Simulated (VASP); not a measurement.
Here is the system:

```
FePt
1.0
    2.72747     0.00000     0.00000
    0.00000     2.79409     0.00000
    0.00000     0.00000     3.67695
Fe Pt
1 1
Direct
  0.00000   0.00000   0.00000
  0.52826   0.50000   0.50000
```
Starting moments (μB, in the order of the record's atoms Fe Pt): 3.0 0.0.

Calculation: PBE GGA + U (Dudarev), VASP's PBE PAW potentials (set 64) (plane waves; VASP). Run with 400 eV cut-off, 12×12×9 Γ-centred mesh, first-order Methfessel-Paxton smearing of 0.10 eV, potentials Fe Pt, U − J: Fe 3.00 eV.

Which forces act on the atoms, in eV/Å?

| atom | Fx | Fy | Fz |
|---|---|---|---|
| Fe1 | 0.356 | 0.000 | 0.000 |
| Pt2 | -0.356 | 0.000 | 0.000 |

Give the stress tensor in GPa (positive for a compressed cell).

```
7.72  0.00  0.00
0.00  2.60  0.00
0.00  0.00  8.73
```
The pressure is its mean diagonal, 6.35 GPa.

The compound is FePt in the L1_0 structure. The cell was not relaxed at this level, atoms are displaced from their ideal sites. The run is one of a series of settings (LDAU = .TRUE., LDAUJ = 0 0, LDAUL = 2 -1, LDAUTYPE = 2, LDAUU = 3.0 0 against the base run), some of them coarse on purpose.
